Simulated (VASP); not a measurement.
Output of a VASP run:

File OSZICAR:
```
       N       E                     dE             d eps       ncg     rms          rms(c)
DAV:   1     0.400806617388E+02    0.40081E+02   -0.45850E+03   576   0.916E+02
DAV:   2     0.354352659966E+02   -0.46454E+01   -0.45646E+01   696   0.538E+01
DAV:   3     0.354011485702E+02   -0.34117E-01   -0.34117E-01   880   0.522E+00
DAV:   4     0.354010994189E+02   -0.49151E-04   -0.49151E-04   736   0.167E-01
DAV:   5     0.354010993824E+02   -0.36447E-07   -0.36304E-07   800   0.494E-03    0.856E+00
DAV:   6     0.342255816278E+02   -0.11755E+01   -0.70027E-01   584   0.539E+00    0.518E+00
DAV:   7     0.341656013122E+02   -0.59980E-01   -0.16569E-01   560   0.524E+00    0.385E-01
DAV:   8     0.342267876672E+02    0.61186E-01   -0.24688E-01   560   0.500E+00    0.258E-01
DAV:   9     0.342222725433E+02   -0.45151E-02   -0.37249E-03   688   0.706E-01    0.139E-01
DAV:  10     0.342241292910E+02    0.18567E-02   -0.25015E-03   560   0.288E-01    0.111E-01
DAV:  11     0.342232353175E+02   -0.89397E-03   -0.37683E-03   600   0.371E-01    0.182E-01
DAV:  12     0.342215071250E+02   -0.17282E-02   -0.57428E-04   576   0.243E-01    0.637E-03
DAV:  13     0.342214369463E+02   -0.70179E-04   -0.72257E-05   584   0.495E-02    0.482E-03
DAV:  14     0.342214606835E+02    0.23737E-04   -0.23849E-05   584   0.366E-02    0.684E-03
DAV:  15     0.342214298718E+02   -0.30812E-04   -0.97693E-06   560   0.197E-02    0.264E-03
DAV:  16     0.342214295179E+02   -0.35386E-06   -0.40897E-07   808   0.343E-03    0.766E-04
DAV:  17     0.342214290161E+02   -0.50189E-06   -0.21986E-07   576   0.260E-03    0.486E-04
DAV:  18     0.342214290750E+02    0.58959E-07   -0.37516E-09   304   0.587E-04
   1 F= 0.34221429E+02 E0= 0.34221437E+02  d E =-.159782E-04
```

**OUTCAR**
```
------------------------ aborting loop because EDIFF is reached ----------------------------------------
  FORCE on cell =-STRESS in cart. coord.  units (eV):
  Direction    XX          YY          ZZ          XY          YZ          ZX
  --------------------------------------------------------------------------------------
  Total        0.0389912      0.0389912      0.0389912      0.0000000      0.0000000     -0.0000000
  in kB        1.6615137      1.6615137      1.6615137      0.0000000      0.0000000     -0.0000000
  external PRESSURE =       1.6615137 kB  Pullay stress =       0.0000000 kB
  volume of cell :       37.60
      direct lattice vectors                 reciprocal lattice vectors
     0.000000000  2.658975056  2.658975056    -0.188042381  0.188042381  0.188042381
     2.658975056  0.000000000  2.658975056     0.188042381 -0.188042381  0.188042381
     2.658975056  2.658975056  0.000000000     0.188042381  0.188042381 -0.188042381
 POSITION                                       TOTAL-FORCE (eV/Angst)
 -----------------------------------------------------------------------------------
      0.00000      0.00000      0.00000        -0.000000      0.000000      0.000000
 -----------------------------------------------------------------------------------
    total drift:                               -0.000000     -0.000000      0.000000
  FREE ENERGIE OF THE ION-ELECTRON SYSTEM (eV)
  ---------------------------------------------------
  free  energy   TOTEN  =        34.2214290750 eV

  energy  without entropy=       34.2214450533  energy(sigma->0) =       34.22143706
```
(Selected blocks of OUTCAR.)

**POSCAR**
```
Yb
1
    0.0000000000     2.6589750563     2.6589750563
    2.6589750563     0.0000000000     2.6589750563
    2.6589750563     2.6589750563     0.0000000000
Yb
1
Direct
  0.0000000000   0.0000000000   0.0000000000
```

Question: Reconstruct the remaining input files.

Answer: Several could match; the one computed here: the input of the run itself, revTPSS meta-GGA, plane waves, VASP's PBE PAW potentials (set 64).

**KPOINTS**
```
Automatic mesh
0
Gamma
9 9 9
0 0 0
```

INCAR:
```
! general
SYSTEM =Yb
PREC   =Accurate
ENCUT  =520
LREAL  =.FALSE.
LASPH  =.TRUE.

! electronic loop
EDIFF  =1E-7
NELM   =100
ALGO   =Normal
LMAXMIX=6
LMIXTAU=.TRUE.

! smearing
ISMEAR =0
SIGMA  =0.05

! functional
METAGGA=RTPSS

! ions
ISIF   =2

! output
LWAVE  =.FALSE.
LCHARG =.FALSE.
```

POTCAR, in this order: Yb_2 (PBE.64 set). Program: vasp_std.

The 4f electrons are frozen in the core of the lanthanide potential, so 4f levels, which can set the real gap, and their magnetism are missing.

The compound is Yb in the fcc structure. It was relaxed first, which changed the volume by -9 %.
